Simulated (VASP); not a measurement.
Set up this calculation in VASP 6.6.1, as an ASE script.

```yaml
Task: relaxation of cell and atoms
Functional: vdW-DF
Potentials_or_basis: VASP PAW PBE potentials, release 64 (Re, Pb_d)
Cutoff: 600 eV
k_mesh: 7 × 7 × 7
Occupations: methfessel-paxton, width 0.1 eV
Spin: no spin polarisation
Optimiser: FIRE
Further_INCAR_settings: ALGO = Fast; EDIFF = 1.00e-06
```

The structure of RePb2 lies in POSCAR:

```
RePb2
1.0
    0.0000000000      3.3657800000      3.3657800000
    3.3657800000      0.0000000000      3.3657800000
    3.3657800000      3.3657800000      0.0000000000
Re Pb
1 2
Direct
    0.0000000000      0.0000000000      0.0000000000
    0.2500000000      0.2500000000      0.2500000000
    0.7500000000      0.7500000000      0.7500000000
```

The cell was built by a generator and needn't be a form met in nature.

One way to write it, as run:

run.py

```python
from ase.calculators.vasp import Vasp
from ase.filters import FrechetCellFilter
from ase.io import read
from ase.optimize import FIRE

atoms = read('POSCAR')
calc = Vasp(
    directory='calc',
    xc='vdw-df',
    pp='PBE',
    setups='recommended',
    prec='Accurate',
    encut=600,
    ediff=1e-06,
    ismear=1,
    sigma=0.1,
    lreal=False,
    lasph=True,
    nelm=100,
    algo='Fast',
    isif=2,
    lwave=False,
    lcharg=False,
    kpts=[7, 7, 7],
    gamma=True,
)
atoms.calc = calc
opt = FIRE(FrechetCellFilter(atoms), trajectory='relax.traj')
converged = opt.run(fmax=0.02, steps=40)
print('converged:', converged)

print('energy (eV):', atoms.get_potential_energy())
print('free energy (eV):', atoms.get_potential_energy(force_consistent=True))
print('forces (eV/A):')
print(atoms.get_forces())
print('stress (eV/A^3, Voigt):', atoms.get_stress())
print('Fermi level (eV):', calc.get_fermi_level())
print('cell (A, degrees):', atoms.cell.cellpar())
print('volume (A^3):', atoms.get_volume())
print('scaled positions:')
print(atoms.get_scaled_positions())
```

Potentials or basis: VASP PAW PBE potentials, release 64 (Re, Pb_d).

Command:

```sh
$ python run.py
```

It gave:

The relaxed volume is 26.80 Å³/atom. The relaxed cell is a = 4.845 Å, b = 4.845 Å, c = 4.845 Å, α = 60.00°, β = 60.00°, γ = 60.00° and the space group after relaxing (to 0.05 Å) is Fm-3m (No. 225). The energy gained by relaxing is 17.7 meV/atom, the ionic steps are 12 and the pressure after relaxing is -0.1 GPa. The band gap on the k mesh is none (metal or under the smearing width).

Caveat: the PAW data sets were made with another functional, which shifts forces and pressure a little.

Wall time 42 min on 1 thread of Intel(R) Xeon(R) 6975P-C (Granite Rapids) (shared host), peak memory 0.59 GiB.
